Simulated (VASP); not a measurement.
```yaml
crystal:
  lattice:
    - [2.22098, -3.81612, 0.00000]
    - [2.22098, 3.81612, 0.00000]
    - [0.00000, 0.00000, 4.53836]
  atoms:
    - { symbol: Ga, position: [0.15557, 0.84443, 0.91784] }
    - { symbol: Ga, position: [0.34443, 0.65557, 0.41784] }
    - { symbol: Ga, position: [0.65557, 0.34443, 0.58216] }
    - { symbol: Ga, position: [0.84443, 0.15557, 0.08216] }
```

Method: vdW-DF-cx, VASP's PBE PAW potentials (set 64) (plane waves; VASP 6.6.1). Numerical set-up: 520 eV cut-off, Gaussian smearing of 0.050 eV, potentials Ga_d.

### Question
Estimate the band gap (along the path) with the smallest direct gap where there is one.

### Answer

The band gap (along the path) is none (metal, semimetal or under 0.01 eV).

Only differences to runs with the same potentials and settings are physical.

The compound is Ga in the alpha structure. It was relaxed first.
